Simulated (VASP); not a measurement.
Set up this calculation in VASP 6.6.1, as the native input.

* Task: single point
* Functional: PBE
* Potentials or basis: VASP PAW PBE potentials, release 64 (H, O, Rb_sv)
* Cutoff: 520 eV
* k mesh: 6 × 6 × 6
* Occupations: gaussian, width 0.02 eV
* Spin: no spin polarisation
* Dipole correction: no
* Further INCAR settings: ALGO = Fast; EDIFF = 1e-07; NBANDS = 25

The structure of Rb3HO lies in POSCAR:

```
Rb3HO
1.0
    5.3918000000      0.0000000000      0.0000000000
    0.0000000000      5.3918000000      0.0000000000
    0.0000000000      0.0000000000      5.3918000000
H O Rb
1 1 3
Direct
    0.0000000000      0.0000000000      0.0000000000
    0.5000000000      0.5000000000      0.5000000000
    0.5000000000      0.5000000000      0.0000000000
    0.5000000000      0.0000000000      0.5000000000
    0.0000000000      0.5000000000      0.5000000000
```

The cell comes from a database or a generator and needn't be the stable form of this composition.

The input as run:

INCAR

```
ALGO     = Fast           # electronic algorithm
EDIFF    = 1E-7           # SCF threshold, eV
ENCUT    = 520            # plane-wave cutoff, eV
GGA      = PE             # functional
ISIF     = 2              # what is computed and relaxed
ISMEAR   = 0              # smearing method
LASPH    = True           # aspherical terms in the spheres
LCHARG   = False          # write CHGCAR
LREAL    = False          # projectors in reciprocal space
LWAVE    = False          # write WAVECAR
NBANDS   = 25             # bands
NELM     = 60             # most SCF steps
PREC     = Accurate       # precision mode
SIGMA    = 0.02           # smearing width, eV
```

KPOINTS

```
k-points
0
Gamma
  6 6 6
```

Potentials or basis: VASP PAW PBE potentials, release 64 (H, O, Rb_sv).

Launch:

```bash
$ cat potpaw_PBE.64/H/POTCAR potpaw_PBE.64/O/POTCAR potpaw_PBE.64/Rb_sv/POTCAR > POTCAR
$ mpirun -np 1 vasp_std > vasp.out
```

It gave:

- Pressure: 1.3 GPa
- Band gap on the k mesh: 1.10 eV, indirect (least direct gap 1.20 eV)

Run time: 56 s on 1 thread of AMD EPYC 9R45 96-Core Processor (Zen 5), with other jobs on the host, peak memory 0.24 GiB.
